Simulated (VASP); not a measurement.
OSZICAR of a VASP run on TiO₂ (rutile):

OSZICAR:
```
       N       E                     dE             d eps       ncg     rms          rms(c)
DAV:   1     0.743255384100E+03    0.74326E+03   -0.28119E+04  1680   0.235E+03
DAV:   2     0.696580101068E+02   -0.67360E+03   -0.65225E+03  1728   0.643E+02
DAV:   3    -0.625443397433E+02   -0.13220E+03   -0.12717E+03  2692   0.235E+02
DAV:   4    -0.688276244623E+02   -0.62833E+01   -0.62704E+01  2236   0.547E+01
DAV:   5    -0.690412812609E+02   -0.21366E+00   -0.21359E+00  2376   0.897E+00    0.384E+01
DAV:   6    -0.524509839631E+02    0.16590E+02   -0.10524E+02  2044   0.110E+02    0.127E+01
DAV:   7    -0.525209007593E+02   -0.69917E-01   -0.11428E+01  2284   0.282E+01    0.960E+00
DAV:   8    -0.526198654581E+02   -0.98965E-01   -0.19979E+00  2076   0.145E+01    0.289E+00
DAV:   9    -0.525488546552E+02    0.71011E-01   -0.86631E-01  2128   0.938E+00    0.115E+00
DAV:  10    -0.525534106434E+02   -0.45560E-02   -0.88735E-02  2116   0.248E+00    0.284E-01
DAV:  11    -0.525529108879E+02    0.49976E-03   -0.10041E-02  2232   0.854E-01    0.568E-02
DAV:  12    -0.525529250730E+02   -0.14185E-04   -0.54014E-04  2100   0.229E-01    0.375E-02
DAV:  13    -0.525529224414E+02    0.26315E-05   -0.63412E-05  2288   0.570E-02    0.800E-03
DAV:  14    -0.525529230019E+02   -0.56046E-06   -0.50267E-06  1908   0.204E-02
   1 F= -.37127282E+02 E0= -.37127282E+02  d E =-.371273E+02
```

Task: Which electronic solver shows in the log?

Result: It is blocked Davidson (ALGO = Normal, or the opening steps of other solvers). The INCAR had ALGO = Normal.

Task: Can the final energy be trusted as converged?

Result: The run converged. It stopped with EDIFF = 1E-6, NELM = 100, NSW = 40 and EDIFFG = -0.02 after 1 ionic step (PBE GGA, plane waves, VASP's PBE PAW potentials (set 64)).

The compound is TiO2 in the rutile structure. It was relaxed first under an external pressure of 45 GPa.
